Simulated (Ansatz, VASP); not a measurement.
# TeIrSe (1T-IrSeTe monolayer): VASP beside Ansatz, part 2 of 2

One calculation is typed for both programs; each brings its own data sets. How far apart do they land? The structure shown is the start of the Ansatz relaxation below; VASP solves that cell, so the two are compared at the walk's first step.

VASP 6.6.1 and Ansatz 0.2.0.

So far: The starting structure; Ansatz: relaxation, PBE with D3(BJ).

### 3. VASP: single point, PBE with D3(BJ), start cell

Level of this step: PBE with D3(BJ), zero-moment start; plane waves and PAW (Te, Ir, Se) (VASP).

The same cell, functional, mesh and smearing now go to VASP, with its own data sets.

Lines of VASP's logs that name or quote its potential files are left out, and so is its time.

The input, INCAR:

```
SYSTEM = TeIrSe
PREC = Accurate
ENCUT = 400
EDIFF = 1E-06
NELM = 200
ISMEAR = -1
SIGMA = 0.05
LREAL = .FALSE.
ALGO = Normal
GGA = PE
IVDW = 12
NBANDS = 18
ISPIN = 2
MAGMOM = -0 -0 -0
LASPH = .TRUE.
LMAXMIX = 4
LORBIT = 11
LWAVE = .FALSE.
LCHARG = .FALSE.
ISIF = 2
LDIPOL = .TRUE.
IDIPOL = 3
DIPOL = 0.5 0.5 0.501
LVHAR = .TRUE.
GGA_COMPAT = .FALSE.
NELMDL = -8
KPAR = 2
```

The input, POSCAR:

```
TeIrSe
1.0
    3.6853070000      0.0000000000      0.0000000000
   -1.8426530000      3.1915690000      0.0000000000
    0.0000000000      0.0000000000     36.8028290000
Te Ir Se
1 1 1
Direct
    0.6666664335      0.3333332289      0.4605624204
    0.0000000000      0.0000000000      0.5043453045
    0.3333332951      0.6666667711      0.5394375796
```

The input, KPOINTS:

```
Automatic mesh
0
Gamma
12 12 1
0 0 0
```

The projector-augmented-wave data sets are Te, Ir and Se (PBE family, release 64).

Command:

```sh
$ mpirun -np 2 vasp_std
```

Numbers of over 12 decimals in the logs are rounded to 6 here.

Log:

```text
[banner, memory and clock lines left out]
running    2 mpi-ranks, on    1 nodes
 distrk:  each k-point on    1 cores,    2 groups
 distr:  one band on    1 cores,    1 groups

 POSCAR found type information on POSCAR TeIrSe
 POSCAR found :  3 types and       3 ions
 LDA part: xc-table for (Slater+PW92), standard interpolation
 POSCAR, INCAR and KPOINTS ok, starting setup
 FFT: planning ... GRIDC
 FFT: planning ... GRID_SOFT
 FFT: planning ... GRID
 WAVECAR not read
 entering main loop
       N       E                     dE             d eps       ncg     rms          rms(c)
DAV:   1     0.153295784962E+03    0.15330E+03   -0.51036E+03  1368   0.620E+02
DAV:   2     0.175940747612E+01   -0.15154E+03   -0.13777E+03  2120   0.154E+02
DAV:   3    -0.159490905203E+02   -0.17708E+02   -0.17497E+02  1780   0.623E+01
DAV:   4    -0.163335220168E+02   -0.38443E+00   -0.38140E+00  1896   0.121E+01
DAV:   5    -0.163408354501E+02   -0.73134E-02   -0.73089E-02  2056   0.140E+00
DAV:   6    -0.163409339079E+02   -0.98458E-04   -0.98457E-04  1962   0.130E-01
DAV:   7    -0.163409352233E+02   -0.13154E-05   -0.13149E-05  2086   0.150E-02
DAV:   8    -0.163409352402E+02   -0.16973E-07   -0.17053E-07  1532   0.155E-03    0.139E+01
DAV:   9    -0.160701096711E+02    0.27083E+00   -0.14798E+00  2004   0.127E+01    0.672E+00
DAV:  10    -0.160520763850E+02    0.18033E-01   -0.96295E-01  1916   0.110E+01    0.363E+00
DAV:  11    -0.159394451667E+02    0.11263E+00   -0.30256E-01  1892   0.673E+00    0.713E-01
DAV:  12    -0.159398982980E+02   -0.45313E-03   -0.33392E-02  1704   0.101E+00    0.385E-01
DAV:  13    -0.159391995478E+02    0.69875E-03   -0.45326E-03  1728   0.571E-01    0.197E-01
DAV:  14    -0.159392159419E+02   -0.16394E-04   -0.41424E-04  1780   0.121E-01    0.125E-01
[...]
DAV:  21    -0.159393364960E+02   -0.27655E-04   -0.12523E-06  1456   0.672E-03    0.170E-03
DAV:  22    -0.159393551635E+02   -0.18667E-04   -0.52558E-07  1380   0.277E-03    0.152E-03
DAV:  23    -0.159393663989E+02   -0.11235E-04   -0.15810E-07  1480   0.164E-03    0.121E-03
DAV:  24    -0.159393733936E+02   -0.69947E-05   -0.87904E-08  1400   0.127E-03    0.800E-04
DAV:  25    -0.159393768102E+02   -0.34166E-05   -0.30394E-08  1540   0.846E-04    0.340E-04
DAV:  26    -0.159393791772E+02   -0.23670E-05   -0.28306E-08  1368   0.477E-04    0.166E-04
DAV:  27    -0.159393802363E+02   -0.10590E-05   -0.10672E-08  1488   0.331E-04    0.163E-04
DAV:  28    -0.159393807434E+02   -0.50718E-06   -0.33522E-09  1388   0.191E-04
   1 F= -.16927432E+02 E0= -.16916434E+02  d E =-.219961E-01  mag=     0.0000
```

From OUTCAR (step 3):

```text
ion  position               nearest neighbor table
   1  0.667  0.333  0.461-   2 2.67   2 2.67   2 2.67
   2  0.000  0.000  0.504-   3 2.49   3 2.49   3 2.49   1 2.67   1 2.67   1 2.67
   3  0.333  0.667  0.539-   2 2.49   2 2.49   2 2.49

  LATTYP: Found a hexagonal cell.
 ALAT       =     3.6853070000
 C/A-ratio  =     9.9863672145

 Subroutine GETGRP returns: Found  6 space group operations
 (whereof  6 operations were pure point group operations)

The static configuration has the point symmetry C_3v.

 Found     19 irreducible k-points:

   k-points           NKPTS =     19   k-points in BZ     NKDIM =     19   number of bands    NBANDS=     18

   dimension x,y,z NGX =    24 NGY =   24 NGZ =  240
   dimension x,y,z NGXF=    48 NGYF=   48 NGZF=  480

   ENCUT  =  400.0 eV  29.40 Ry    5.42 a.u.   6.01  6.01 60.02*2*pi/ulx,y,z

   NELECT =      21.0000    total number of electrons

 k-points in reciprocal lattice and weights: Automatic mesh
   0.00000000  0.00000000  0.00000000       0.007
   0.08333333 -0.00000000  0.00000000       0.042
   0.16666667 -0.00000000  0.00000000       0.042
   0.25000000  0.00000000  0.00000000       0.042
   0.33333333 -0.00000000  0.00000000       0.042
   0.41666667  0.00000000  0.00000000       0.042
   0.50000000  0.00000000  0.00000000       0.021
   0.08333333  0.08333333  0.00000000       0.042
   0.16666667  0.08333333  0.00000000       0.083
[...]
0.33333333  0.25000000  0.00000000       0.083
   0.33333333  0.33333333  0.00000000       0.014

 dipolmoment           0.000000      0.000000      0.014969 electrons x Angstroem

 average (electrostatic) potential at core
       1 -97.7874       2 -61.1811       3 -61.8522

 E-fermi :  -3.0830

 spin component 1
 k-point     1 :       0.0000    0.0000    0.0000
  band No.  band energies     occupation
    ...
      5      -7.6991      1.00000
      6      -5.3072      1.00000
      7      -5.3072      1.00000
      8      -4.9236      1.00000
      9      -3.7579      1.00000
     10      -2.8387      0.00750
     11      -2.8387      0.00750
     12       0.2465      0.00000
     13       0.2465      0.00000
     14       0.7169      0.00000
    ...

 k-point     2 :       0.0833   -0.0000    0.0000
  band No.  band energies     occupation
    ...
      5      -7.6588      1.00000
      6      -5.4691      1.00000
      7      -5.3896      1.00000
      8      -4.8691      1.00000
      9      -3.9318      1.00000
     10      -2.8592      0.01125
     11      -2.8012      0.00356
     12      -0.3806      0.00000
     13       0.0891      0.00000
     14       0.9422      0.00000
    ...

 k-point     3 :       0.1667   -0.0000    0.0000
  band No.  band energies     occupation
    ...
      5      -7.5580      1.00000
      6      -6.0846      1.00000
      7      -5.5528      1.00000
      8      -4.9298      1.00000
      9      -4.0200      1.00000
     10      -2.9040      0.02713
     11      -2.8035      0.00372
     12      -1.2761      0.00000
     13      -0.1921      0.00000
     14       1.3767      0.00000
    ...

 k-point     4 :       0.2500    0.0000    0.0000
  band No.  band energies     occupation
    ...
      6      -6.9974      1.00000
      7      -5.6324      1.00000
      8      -5.0868      1.00000
      9      -4.1153      1.00000
     10      -3.1721      0.85591
     11      -3.0260      0.24251
     12      -1.5073      0.00000
     13      -0.3339      0.00000
     14       1.8695      0.00000
     15       1.9962      0.00000
    ...

 k-point     5 :       0.3333   -0.0000    0.0000
  band No.  band energies     occupation
    ...
      7      -5.5057      1.00000
      8      -5.2620      1.00000
      9      -4.6009      1.00000
     10      -3.4679      0.99955
     11      -3.4571      0.99944
     12      -1.1160      0.00000
     13      -0.3188      0.00000
     14       1.2741      0.00000
     15       2.5666      0.00000
     16       2.9275      0.00000
    ...

 k-point     6 :       0.4167    0.0000    0.0000
  band No.  band energies     occupation
    ...
      7      -5.4429      1.00000
      8      -5.1803      1.00000
      9      -4.8380      1.00000
     10      -3.9943      1.00000
     11      -3.8575      1.00000
     12      -0.7003      0.00000
     13      -0.2625      0.00000
     14       0.9802      0.00000
     15       2.3566      0.00000
     16       3.3639      0.00000
    ...

 Edisp (eV)   -0.98805

  Total       0.48230     0.48230    -0.01539     0.00000     0.00000     0.00000
  in kB       1.78513     1.78513    -0.05698     0.00000     0.00000     0.00000
  external pressure =        1.17 kB  Pullay stress =        0.00 kB

  energy-cutoff  :      400.00
  volume of cell :      432.87
      direct lattice vectors                 reciprocal lattice vectors
     3.685307000  0.000000000  0.000000000     0.271347814  0.156662715  0.000000000
    -1.842653000  3.191569000  0.000000000     0.000000000  0.313325515  0.000000000
     0.000000000  0.000000000 36.802829000     0.000000000  0.000000000  0.027171824

 POSITION                                       TOTAL-FORCE (eV/Angst)
 -----------------------------------------------------------------------------------
      1.84265      1.06386     16.95000        -0.000000     -0.000000     -0.154545
      0.00000      0.00000     18.56133         0.000000     -0.000000      0.351003
     -0.00000      2.12771     19.85283         0.000000      0.000000     -0.196458
 -----------------------------------------------------------------------------------
    total drift:                                0.000291     -0.000018     -0.000096

  FREE ENERGIE OF THE ION-ELECTRON SYSTEM (eV)
  ---------------------------------------------------
  free  energy   TOTEN  =       -16.9274316683 eV

  energy  without entropy=      -16.9054355624  energy(sigma->0) =      -16.91643362

 vacuum level on the upper side and lower side of the slab         1.893         1.663

 total charge
# of ion       s       p       d       tot
------------------------------------------
    1        1.389   1.909   0.060   3.358
    2        0.642   0.597   7.143   8.382
    3        1.470   2.246   0.072   3.788
--------------------------------------------------
tot          3.501   4.752   7.275  15.528

 magnetization (x)
# of ion       s       p       d       tot
------------------------------------------
    1        0.000   0.000   0.000   0.000
    2       -0.000  -0.000  -0.000  -0.000
    3       -0.000   0.000   0.000   0.000
--------------------------------------------------
tot         -0.000   0.000  -0.000  -0.000

[... 4 further parts left out ...]
```

This run allows spin, but its moments start at zero, where symmetry between the spins tends to hold them, although Ir can carry a moment. Its electron count is odd, so without a moment it is a metal by construction.

### 4. Comparison

Known differences besides the potentials themselves: Ansatz cuts the interaction across the vacuum, VASP repeats the sheet with a dipole correction; the data sets hold 49 valence electrons in Ansatz (on its default PAW (the set named soft_2) files) and 21 in VASP; the cutoff is 420 eV in Ansatz and 400 eV in VASP. Total energies have different zeros and are not compared.

Forces (eV/Å; atoms numbered as in POSCAR):

| atom | Ansatz x, y, z | VASP x, y, z |
| --- | --- | --- |
| Te1 | 0.000, 0.000, -0.154 | 0.000, 0.000, -0.155 |
| Ir2 | 0.000, 0.000, 0.388 | 0.000, 0.000, 0.351 |
| Se3 | 0.000, 0.000, -0.235 | 0.000, 0.000, -0.196 |

The forces differ by 18 meV/Å r.m.s., which is 12.4 % of the r.m.s. force of 0.144 eV/Å (both taken over all components). Moments aren't recorded for both runs of this pair, so they may hold unlike magnetic states. With vacuum in the cell, a pressure given here is an average over mostly empty space and none of the material.

### 5. Summary of results

```
r.m.s. force difference (single point, PBE with D3(BJ), start cell) : 18 meV/Å
```

The r.m.s. force difference is 18 meV/Å (single point, PBE with D3(BJ), start cell), beyond the 12 meV/Å picked in this series as the mark of a large difference. The data sets hold unlike numbers of valence electrons (49 in Ansatz and 21 in VASP), so part of the differences comes from the potentials. What causes the difference of the single point, PBE with D3(BJ), start cell pair stays open here. 1 further run of this series is not shown here. Such differences can come from data sets, numerical settings and the points named under the comparisons, not from the functional's error against experiment.

[Lines on the potential files, build, host, timing and source positions are cut from VASP's logs without a mark.]

[Logs are printed without paths, hosts, clocks, repeated set-up lines and the standing remarks that a program may print on its own settings, such as how far it seeks lower states.]

[Hosts, paths, dates, database ids (printed as entryN), source tags and the programs' standing remarks are cut or masked in the printed files.]
